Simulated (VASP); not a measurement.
Given:

```
Y
1.0
   -3.03492     3.03492     1.68093
    3.03492    -3.03492     1.68093
    3.03492     3.03492    -1.68093
Y
2
Direct
  0.75000   0.25000   0.50000
  0.00000   0.00000   0.00000
```

Calculation: PBEsol GGA, VASP's PBE PAW potentials (set 64) (plane waves; VASP 6.6.1). Run with 400 eV cut-off, Gaussian smearing of 0.050 eV, potentials Y_sv.

**Question.** Estimate the band gap (along the path) with the smallest direct gap where there is one.

**Answer.** 
```json
{
  "band gap (along the path)": "none (metal, semimetal or under 0.01 eV)"
}
```

The absolute energy has meaning only against runs of the same code, potentials and settings.

The structure was generated: Y was put into the beta-Sn type (I4_1/amd), which need not be its known phase. It was relaxed first, which changed the volume by -11 %.
